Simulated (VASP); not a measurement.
A convergence study with VASP on MgS (rock salt): a few settings are varied, all else stays as given below, so the limit is that of these other settings. The cell's lengths are 1 % over those of the tabulated start and one atom is moved, so it is off equilibrium.

```
MgS
1.0
    0.00000     2.62600     2.62600
    2.62600     0.00000     2.62600
    2.62600     2.62600     0.00000
Mg S
1 1
Direct
  0.00000   0.00000   0.00000
  0.48846   0.51154   0.51154
```

All values below come from PBE GGA, VASP's PBE PAW potentials (set 64) (plane waves; VASP 6.6.1). The last row used: 900 eV cut-off, 8×8×8 Γ-centred mesh, Gaussian smearing of 0.050 eV, potentials Mg S_h.

Gaps are read on the run's mesh, which can miss a band edge. Energies of different potentials or hybrids have different zeros.

```json
[
 {"setting": "ENCUT = 300, POTCAR Mg S", "E (eV/atom)": "-4.2472", "pressure (GPa)": "-1.23", "largest force (eV/Å)": "0.145", "gap on the mesh (eV)": "2.717", "plane waves": "444"},
 {"setting": "ENCUT = 400, POTCAR Mg S", "E (eV/atom)": "-4.2481", "pressure (GPa)": "-1.07", "largest force (eV/Å)": "0.146", "gap on the mesh (eV)": "2.715", "plane waves": "684"},
 {"setting": "ENCUT = 520, POTCAR Mg S", "E (eV/atom)": "-4.2483", "pressure (GPa)": "-1.09", "largest force (eV/Å)": "0.146", "gap on the mesh (eV)": "2.715", "plane waves": "992"},
 {"setting": "ENCUT = 700, POTCAR Mg S", "E (eV/atom)": "-4.2484", "pressure (GPa)": "-1.07", "largest force (eV/Å)": "0.146", "gap on the mesh (eV)": "2.715", "plane waves": "1540"},
 {"setting": "ENCUT = 900, POTCAR Mg S", "E (eV/atom)": "-4.2485", "pressure (GPa)": "-1.07", "largest force (eV/Å)": "0.146", "gap on the mesh (eV)": "2.715", "plane waves": "2252"},
 {"setting": "ENCUT = 300, POTCAR Mg_pv S", "E (eV/atom)": "-4.0093", "pressure (GPa)": "-46.83", "largest force (eV/Å)": "0.147", "gap on the mesh (eV)": "2.701", "plane waves": "444"},
 {"setting": "ENCUT = 400, POTCAR Mg_pv S", "E (eV/atom)": "-4.2379", "pressure (GPa)": "-3.94", "largest force (eV/Å)": "0.149", "gap on the mesh (eV)": "2.725", "plane waves": "684"},
 {"setting": "ENCUT = 520, POTCAR Mg_pv S", "E (eV/atom)": "-4.2440", "pressure (GPa)": "-0.88", "largest force (eV/Å)": "0.149", "gap on the mesh (eV)": "2.728", "plane waves": "992"},
 {"setting": "ENCUT = 700, POTCAR Mg_pv S", "E (eV/atom)": "-4.2444", "pressure (GPa)": "-0.97", "largest force (eV/Å)": "0.148", "gap on the mesh (eV)": "2.728", "plane waves": "1540"},
 {"setting": "ENCUT = 900, POTCAR Mg_pv S", "E (eV/atom)": "-4.2448", "pressure (GPa)": "-0.77", "largest force (eV/Å)": "0.148", "gap on the mesh (eV)": "2.729", "plane waves": "2252"},
 {"setting": "ENCUT = 300, POTCAR Mg_sv S", "E (eV/atom)": "-4.4011", "pressure (GPa)": "-142.06", "largest force (eV/Å)": "0.186", "gap on the mesh (eV)": "3.704", "plane waves": "444"},
 {"setting": "ENCUT = 400, POTCAR Mg_sv S", "E (eV/atom)": "-4.2531", "pressure (GPa)": "-26.32", "largest force (eV/Å)": "0.151", "gap on the mesh (eV)": "2.896", "plane waves": "684"},
 {"setting": "ENCUT = 520, POTCAR Mg_sv S", "E (eV/atom)": "-4.2561", "pressure (GPa)": "-2.03", "largest force (eV/Å)": "0.149", "gap on the mesh (eV)": "2.749", "plane waves": "992"},
 {"setting": "ENCUT = 700, POTCAR Mg_sv S", "E (eV/atom)": "-4.2540", "pressure (GPa)": "-1.16", "largest force (eV/Å)": "0.149", "gap on the mesh (eV)": "2.744", "plane waves": "1540"},
 {"setting": "ENCUT = 900, POTCAR Mg_sv S", "E (eV/atom)": "-4.2492", "pressure (GPa)": "-0.84", "largest force (eV/Å)": "0.148", "gap on the mesh (eV)": "2.735", "plane waves": "2252"},
 {"setting": "ENCUT = 300, POTCAR Mg S_h", "E (eV/atom)": "-4.2481", "pressure (GPa)": "-1.35", "largest force (eV/Å)": "0.146", "gap on the mesh (eV)": "2.731", "plane waves": "444"},
 {"setting": "ENCUT = 400, POTCAR Mg S_h", "E (eV/atom)": "-4.2478", "pressure (GPa)": "-1.26", "largest force (eV/Å)": "0.146", "gap on the mesh (eV)": "2.719", "plane waves": "684"},
 {"setting": "ENCUT = 520, POTCAR Mg S_h", "E (eV/atom)": "-4.2482", "pressure (GPa)": "-1.13", "largest force (eV/Å)": "0.146", "gap on the mesh (eV)": "2.714", "plane waves": "992"},
 {"setting": "ENCUT = 700, POTCAR Mg S_h", "E (eV/atom)": "-4.2485", "pressure (GPa)": "-1.06", "largest force (eV/Å)": "0.146", "gap on the mesh (eV)": "2.713", "plane waves": "1540"},
 {"setting": "ENCUT = 900, POTCAR Mg S_h", "E (eV/atom)": "-4.2485", "pressure (GPa)": "-1.07", "largest force (eV/Å)": "0.146", "gap on the mesh (eV)": "2.713", "plane waves": "2252"}
]
```

Left out are rungs that failed or repeat a setting and relaxations that didn't move; long series are thinned to 24 rows.

The compound is MgS in the rock salt structure. The cell was not relaxed at this level, it is distorted from the ideal structure.
